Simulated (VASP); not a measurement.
Consider the following.

```xyz
6
Lattice="4.1836 0.0000 0.0000 0.0000 4.1836 0.0000 0.0000 0.0000 2.6722" Properties=species:S:1:pos:R:3 pbc="T T T"
Si     2.0918     2.0918     1.3361
Si     0.0000     4.1836     0.0000
O      2.9037     2.9037     0.0000
O      1.2800     1.2800     0.0000
O      3.3718     0.8118     1.3361
O      0.8118     3.3718     1.3361
```

Method: r2SCAN meta-GGA, VASP's PBE PAW potentials (set 64) (plane waves; VASP). Run with 520 eV cut-off, 6×6×9 Γ-centred mesh, tetrahedra with Blöchl corrections, potentials Si O.

Task: Give the energies of bands 6 to 19 at the high-symmetry points, in eV from the valence-band maximum.

Result: 
| band | Γ | X | M | Z | R | A |
|---|---|---|---|---|---|---|
| 6 | -6.50 | -9.43 | -8.00 | -9.60 | -9.48 | -10.87 |
| 7 | -6.50 | -4.60 | -5.97 | -6.97 | -8.22 | -8.26 |
| 8 | -6.32 | -4.60 | -5.97 | -6.97 | -8.22 | -8.26 |
| 9 | -5.47 | -4.55 | -4.08 | -6.38 | -6.60 | -4.59 |
| 10 | -5.17 | -4.55 | -4.08 | -6.38 | -6.60 | -4.59 |
| 11 | -3.18 | -3.93 | -3.31 | -4.67 | -4.01 | -4.53 |
| 12 | -3.18 | -3.93 | -3.31 | -4.67 | -4.01 | -4.53 |
| 13 | -2.52 | -2.72 | -2.69 | -3.11 | -2.31 | -1.78 |
| 14 | -0.88 | -2.72 | -2.69 | -3.11 | -2.31 | -1.78 |
| 15 | -0.88 | -1.07 | -2.32 | -2.71 | -1.80 | -1.60 |
| 16 | 0.00 | -1.07 | -2.32 | -2.71 | -1.80 | -1.60 |
| 17 | 6.49 | 8.68 | 8.38 | 10.13 | 9.80 | 8.14 |
| 18 | 7.61 | 8.68 | 8.38 | 10.13 | 9.80 | 8.14 |
| 19 | 9.44 | 10.02 | 11.03 | 13.75 | 10.89 | 12.01 |

The gap is direct, 6.49 eV, from the valence maximum at Γ to the conduction minimum at Γ.

The structure comes from a computed database's SiO2 entry (P4_2/mnm); how it stands against other phases isn't given here. It was relaxed first.
